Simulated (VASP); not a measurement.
Output of a VASP run:

### OSZICAR
```
       N       E                     dE             d eps       ncg     rms          rms(c)
DAV:   1     0.610926704681E+03    0.61093E+03   -0.53013E+04  4992   0.179E+03
DAV:   2    -0.106042632087E+03   -0.71697E+03   -0.70084E+03  6312   0.443E+02
DAV:   3    -0.143408325069E+03   -0.37366E+02   -0.37263E+02  5816   0.927E+01
DAV:   4    -0.143924867516E+03   -0.51654E+00   -0.51564E+00  6120   0.120E+01
DAV:   5    -0.143933989752E+03   -0.91222E-02   -0.91151E-02  5856   0.144E+00    0.996E+01
DAV:   6    -0.122018246779E+03    0.21916E+02   -0.12491E+02  5520   0.448E+01    0.860E+01
DAV:   7    -0.121745762712E+03    0.27248E+00   -0.63096E+00  6096   0.125E+01    0.542E+01
DAV:   8    -0.121717259794E+03    0.28503E-01   -0.72324E-01  5604   0.485E+00    0.116E+01
DAV:   9    -0.121677156951E+03    0.40103E-01   -0.21064E-01  5944   0.232E+00    0.351E+00
DAV:  10    -0.121675483929E+03    0.16730E-02   -0.16465E-02  5912   0.629E-01    0.374E-01
DAV:  11    -0.121675759087E+03   -0.27516E-03   -0.17775E-03  6024   0.230E-01    0.156E-01
DAV:  12    -0.121675828587E+03   -0.69499E-04   -0.22747E-04  6052   0.763E-02    0.183E-01
DAV:  13    -0.121675834641E+03   -0.60544E-05   -0.12509E-04  5880   0.476E-02    0.566E-02
DAV:  14    -0.121675836226E+03   -0.15851E-05   -0.16794E-05  6548   0.229E-02    0.459E-02
DAV:  15    -0.121675837437E+03   -0.12108E-05   -0.20521E-06  5976   0.688E-03    0.321E-03
DAV:  16    -0.121675837506E+03   -0.68928E-07   -0.29053E-07  6656   0.256E-03    0.189E-03
DAV:  17    -0.121675837426E+03    0.80207E-07   -0.11035E-07  6272   0.157E-03    0.172E-03
DAV:  18    -0.121675837436E+03   -0.10652E-07   -0.14778E-08  5584   0.563E-04    0.121E-03
DAV:  19    -0.121675837456E+03   -0.19691E-07   -0.31189E-09  4240   0.280E-04    0.921E-05
DAV:  20    -0.121675837451E+03    0.55497E-08   -0.42707E-10  3160   0.107E-04    0.947E-05
DAV:  21    -0.121675837451E+03   -0.86948E-09   -0.22647E-10  3144   0.830E-05
   1 F= -.12167584E+03 E0= -.12167584E+03  d E =-.966985E-09
```

**OUTCAR**
```
------------------------ aborting loop because EDIFF is reached ----------------------------------------
  FORCE on cell =-STRESS in cart. coord.  units (eV):
  Direction    XX          YY          ZZ          XY          YZ          ZX
  --------------------------------------------------------------------------------------
  Total       -4.2060577     -5.6981833     -4.2543945      0.0000000      0.0000000      0.0000000
  in kB      -48.7825140    -66.0884199    -49.3431312      0.0000000      0.0000000      0.0000000
  external PRESSURE =     -54.7380217 kB  Pullay stress =       0.0000000 kB
  volume of cell :      138.14
      direct lattice vectors                 reciprocal lattice vectors
     5.296022000  0.000000000  0.000000000     0.188820968  0.000000000  0.000000000
     0.000000000  5.102707000  0.000000000     0.000000000  0.195974411  0.000000000
     0.000000000  0.000000000  5.111769000     0.000000000  0.000000000  0.195626993
 POSITION                                       TOTAL-FORCE (eV/Angst)
 -----------------------------------------------------------------------------------
      0.15888      1.36242      1.27794         0.184242     -0.297796     -0.012116
      5.13714      3.74028      3.83383        -0.184242      0.297796     -0.012116
      2.80689      3.74028      1.27794         0.184242      0.297796     -0.012116
      2.48913      1.36242      3.83383        -0.184242     -0.297796     -0.012116
      1.91186      0.34698      0.54185         0.150841     -0.130837     -0.013864
      3.38416      4.75572      3.09773        -0.150841      0.130837     -0.013864
      4.55987      4.75572      0.54185         0.150841      0.130837     -0.013864
      0.73615      0.34698      3.09773        -0.150841     -0.130837     -0.013864
      1.21279      2.74015      0.00000        -0.010956     -0.066457      0.025979
      4.08323      2.36255      2.55588         0.010956      0.066457      0.025979
      3.86080      2.36255      0.00000        -0.010956      0.066457      0.025979
      1.43522      2.74015      2.55588         0.010956     -0.066457      0.025979
 -----------------------------------------------------------------------------------
    total drift:                                0.000000      0.000000     -0.000324
  FREE ENERGIE OF THE ION-ELECTRON SYSTEM (eV)
  ---------------------------------------------------
  free  energy   TOTEN  =      -121.6758374515 eV

  energy  without entropy=     -121.6758374505  energy(sigma->0) =     -121.67583745
```
(Selected blocks of OUTCAR.)

**POSCAR**
```
HfO2
1
    5.2960220000     0.0000000000     0.0000000000
    0.0000000000     5.1027070000     0.0000000000
    0.0000000000     0.0000000000     5.1117690000
Hf O
4 8
Direct
  0.0300000000   0.2670000000   0.2500000000
  0.9700000000   0.7330000000   0.7500000000
  0.5300000000   0.7330000000   0.2500000000
  0.4700000000   0.2670000000   0.7500000000
  0.3610000000   0.0680000000   0.1060000000
  0.6390000000   0.9320000000   0.6060000000
  0.8610000000   0.9320000000   0.1060000000
  0.1390000000   0.0680000000   0.6060000000
  0.2290000000   0.5370000000   0.0000000000
  0.7710000000   0.4630000000   0.5000000000
  0.7290000000   0.4630000000   0.0000000000
  0.2710000000   0.5370000000   0.5000000000
```

Question: Write an INCAR and KPOINTS that could have produced this output.

Answer: Several could match; the one computed here: the input of the run itself, PBE GGA, plane waves, VASP's PBE PAW potentials (set 64).

**KPOINTS**
```
Automatic mesh
0
Gamma
 5 6 6
```

INCAR:
```
SYSTEM = HfO2
PREC = Accurate
ENCUT = 560
EDIFF = 1E-09
NELM = 100
ALGO = Normal
LREAL = .FALSE.
LASPH = .TRUE.
ISMEAR = -1
SIGMA = 0.1
GGA = PE
LMAXMIX = 6
LWAVE = .FALSE.
LCHARG = .FALSE.
ISIF = 2
```

POTCAR, in this order: Hf_pv O (PBE.64 set). Program: vasp_std.

The structure was generated: HfO2 was put into an ordered model structure, which need not be its known phase. The cell was not relaxed at this level. The run is one of a series of settings (EDIFF = 1E-09, ENCUT = 560, KPOINTS 5×6×6 Γ-centred mesh against the base run), some of them coarse on purpose.
